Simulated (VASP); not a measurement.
Crystal: Co.

```
Co
1.0
     2.50700    0.00000    0.00000
    -1.25350    2.17113    0.00000
     0.00000    0.00000    4.06900
Co
2
Direct
  0.00000 0.00000 0.00000
  0.33333 0.66667 0.50000
```

```yaml
Program: VASP 6.6.1
Task: relaxation of cell and atoms
Functional: PBEsol
Potentials_or_basis: VASP PAW PBE potentials, release 64 (Co)
Cutoff: 400 eV
k_mesh: 15 × 15 × 9
Occupations: fermi-dirac, width 0.05 eV
Spin: collinear spin, ferromagnetic start
Starting_moments: "[2.0, 2.0] μB"
```

At the start: pressure -14.8 GPa; volume 11.07 Å³/atom.

Problem. How do energy, volume and symmetry change on relaxing?

Solution. Over 11 steps the energy falls by 36.7 meV/atom and the volume is 10.33 Å³/atom (-6.7 %); space group P6_3/mmc (No. 194, to 0.05 Å); moment 3.17 μB per cell.

The path:
| step | energy change (eV) | largest force (eV/Å) | pressure (GPa) | volume (Å³) |
| --- | --- | --- | --- | --- |
| 1 | 0.0000 | 0.0000 | -14.75 | 22.15 |
| 2 | 0.0405 | 0.0000 | 24.41 | 19.04 |
| 3 | -0.0732 | 0.0000 | -0.24 | 20.68 |
| 4 | -0.0732 | 0.0000 | 0.07 | 20.65 |
| 5 | -0.0733 | 0.0000 | 0.21 | 20.65 |
| 6 | -0.0733 | 0.0000 | 0.10 | 20.65 |
| 7 | -0.0733 | 0.0000 | 0.13 | 20.65 |
| 8 | -0.0733 | 0.0000 | 0.16 | 20.65 |
| 9 | -0.0733 | 0.0000 | 0.18 | 20.65 |
| 10 | -0.0733 | 0.0000 | -0.17 | 20.68 |
| 11 | -0.0733 | 0.0000 | -0.13 | 20.67 |

Final structure:
```cif
data_structure
_symmetry_space_group_name_H-M 'P 1'
_symmetry_Int_Tables_number 1
_cell_length_a 2.4540
_cell_length_b 2.4540
_cell_length_c 3.9625
_cell_angle_alpha 90.000
_cell_angle_beta 90.000
_cell_angle_gamma 120.000
_cell_volume 20.67
loop_
_atom_site_label
_atom_site_type_symbol
_atom_site_fract_x
_atom_site_fract_y
_atom_site_fract_z
_atom_site_occupancy
Co1 Co 0.00000 0.00000 0.00000 1
Co2 Co 0.33333 0.66667 0.50000 1
```

Caveat: the PAW data sets were made with another functional, which shifts forces and pressure a little.
